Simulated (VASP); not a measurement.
Given:

```xyz
2
Lattice="3.6290 0.0000 0.0000 0.0000 3.6290 0.0000 0.0000 0.0000 3.6290" Properties=species:S:1:pos:R:3 pbc="T T T"
Zn     1.8145     1.8145     1.8145
Yb     0.0000     0.0000     0.0000
```
Starting moments (μB, in the order of the record's atoms Zn Yb): 0.0 1.0.

These are PBEsol GGA, VASP's PBE PAW potentials (set 64) (plane waves; VASP) values and carry that method's errors. Run with 300 eV cut-off, 7×7×7 Γ-centred mesh, Fermi-Dirac smearing of 0.10 eV, potentials Zn Yb.

At this cut-off the stress carries a Pulay error, which pulls relaxed volumes low.

**Question.** Give the stress tensor in GPa (positive for a compressed cell).

**Answer.** 
```
-6.44   0.00   0.00
 0.00  -6.44   0.00
 0.00   0.00  -6.44
```
The pressure is its mean diagonal, -6.44 GPa.

The structure comes from a measured YbZn entry of the Crystallography Open Database, whose conditions weren't checked. The cell was not relaxed at this level.
